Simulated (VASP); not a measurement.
A convergence study with VASP on LiH (rock salt): a few settings are varied, all else stays as given below, so the limit is that of these other settings.

```
CELL_PARAMETERS angstrom
      0.00000     2.04000     2.04000
      2.04000     0.00000     2.04000
      2.04000     2.04000     0.00000
ATOMIC_POSITIONS crystal
  Li 0.00000 0.00000 0.00000
  H  0.50000 0.50000 0.50000
```

These are PBE GGA, VASP's PBE PAW potentials (set 64) (plane waves; VASP) values and carry that method's errors. The last row used: 700 eV cut-off, 18×18×18 Γ-centred mesh, second-order Methfessel-Paxton smearing of 0.40 eV, potentials Li_sv H.

Gaps are read on the run's mesh, which can miss a band edge.

```
setting                                   E (eV/atom)  pressure (GPa)  gap on the mesh (eV)  irreducible k-points
----------------------------------------  -----------  --------------  --------------------  --------------------
ISMEAR = -1, SIGMA = 0.01, 6×6×6 mesh         -3.0604           -1.99                 3.016                    16
ISMEAR = -1, SIGMA = 0.1, 6×6×6 mesh          -3.0604           -1.99                 3.016                    16
ISMEAR = 0, SIGMA = 0.01, 6×6×6 mesh          -3.0604           -1.99                 3.016                    16
ISMEAR = 0, SIGMA = 0.2, 6×6×6 mesh           -3.0604           -1.99                 3.016                    16
ISMEAR = 1, SIGMA = 0.05, 6×6×6 mesh          -3.0603           -1.99                 3.016                    16
ISMEAR = 1, SIGMA = 0.2, 6×6×6 mesh           -3.0603           -2.00                 3.016                    16
ISMEAR = 2, SIGMA = 0.05, 6×6×6 mesh          -3.0604           -1.99                 3.016                    16
ISMEAR = 2, SIGMA = 0.2, 6×6×6 mesh           -3.0604           -2.00                 3.016                    16
ISMEAR = -1, SIGMA = 0.01, 12×12×12 mesh      -3.0608           -2.02                 3.017                    72
ISMEAR = -1, SIGMA = 0.2, 12×12×12 mesh       -3.0608           -2.02                 3.017                    72
ISMEAR = 0, SIGMA = 0.01, 12×12×12 mesh       -3.0608           -2.02                 3.017                    72
ISMEAR = 0, SIGMA = 0.4, 12×12×12 mesh        -3.0608           -2.02                 3.017                    72
ISMEAR = 1, SIGMA = 0.05, 12×12×12 mesh       -3.0608           -2.02                 3.017                    72
ISMEAR = 1, SIGMA = 0.4, 12×12×12 mesh        -3.0607           -2.05                 3.018                    72
ISMEAR = 2, SIGMA = 0.05, 12×12×12 mesh       -3.0608           -2.02                 3.017                    72
ISMEAR = 2, SIGMA = 0.4, 12×12×12 mesh        -3.0608           -2.04                 3.018                    72
ISMEAR = -1, SIGMA = 0.05, 18×18×18 mesh      -3.0608           -2.02                 3.017                   195
ISMEAR = -1, SIGMA = 0.2, 18×18×18 mesh       -3.0608           -2.02                 3.017                   195
ISMEAR = 0, SIGMA = 0.1, 18×18×18 mesh        -3.0608           -2.02                 3.017                   195
ISMEAR = 0, SIGMA = 0.4, 18×18×18 mesh        -3.0608           -2.02                 3.017                   195
ISMEAR = 1, SIGMA = 0.1, 18×18×18 mesh        -3.0608           -2.02                 3.017                   195
ISMEAR = 1, SIGMA = 0.4, 18×18×18 mesh        -3.0606           -2.05                 3.018                   195
ISMEAR = 2, SIGMA = 0.1, 18×18×18 mesh        -3.0608           -2.02                 3.017                   195
ISMEAR = 2, SIGMA = 0.4, 18×18×18 mesh        -3.0606           -2.04                 3.018                   195
```

Left out are rungs that failed or repeat a setting and relaxations that didn't move; long series are thinned to 24 rows.

The compound is LiH in the rock salt structure. The cell was not relaxed at this level.
